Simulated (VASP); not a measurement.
Here is the system:

```yaml
crystal:
  lattice:
    - [0.00909, 3.84116, 3.83328]
    - [3.84116, 0.00909, 3.83328]
    - [1.92513, 1.92513, 0.00000]
  atoms:
    - { symbol: Pd, position: [0.00000, 0.00000, 0.00000] }
    - { symbol: Ir, position: [0.00000, 0.50000, 0.00000] }
    - { symbol: Ir, position: [0.50000, 0.00000, 0.00000] }
    - { symbol: Ir, position: [0.50000, 0.50000, 0.00000] }
```

The numbers are results of PBEsol GGA, VASP's PBE PAW potentials (set 64) (plane waves; VASP), not measurements. Numerical set-up: 400 eV cut-off, Gaussian smearing of 0.050 eV, potentials Pd Ir.

Q: Give the energies of bands 8 to 21 at the high-symmetry points, in eV from the Fermi level.

A: 
```csv
band,Γ,Y,C0,Z,A0,T,S,R
8,-3.88,-4.62,-4.77,-4.58,-4.15,-3.83,-4.04,-5.19
9,-3.77,-4.36,-4.04,-4.54,-3.68,-3.82,-3.52,-3.66
10,-3.76,-4.17,-3.56,-4.49,-3.35,-3.73,-3.52,-3.50
11,-3.71,-3.00,-3.45,-4.43,-2.12,-0.55,-3.37,-3.39
12,-3.64,-2.81,-3.34,-4.21,-1.85,-0.47,-3.30,-3.25
13,-1.46,-2.63,-2.83,-2.63,-1.15,-0.42,-3.25,-2.55
14,-1.37,-2.60,-2.75,-2.06,-0.54,0.12,-3.16,-1.94
15,-0.44,-2.21,-2.17,-2.05,-0.41,0.39,-2.56,-1.64
16,-0.37,-2.15,-2.12,-1.82,0.43,0.48,-1.69,-1.64
17,0.21,-1.53,-1.71,-1.41,0.47,0.60,-1.51,-0.39
18,0.36,-1.50,-1.20,-0.97,0.67,1.18,-1.15,0.67
19,0.50,-1.46,-0.91,0.19,0.68,1.22,-0.70,1.26
20,0.62,-1.01,-0.36,1.78,1.15,1.37,-0.69,1.31
21,1.15,-0.70,-0.22,2.57,2.58,1.54,0.36,3.24
```

It has no gap at this level: it comes out as a metal or semimetal.

The structure was generated: Ir3Pd was put into an ordered model structure (Cmmm), which need not be its known phase. It was relaxed first. The electron count is odd and the run is not spin-polarised, which forces a metal. VASP warned that the highest band is occupied, so more bands are needed.
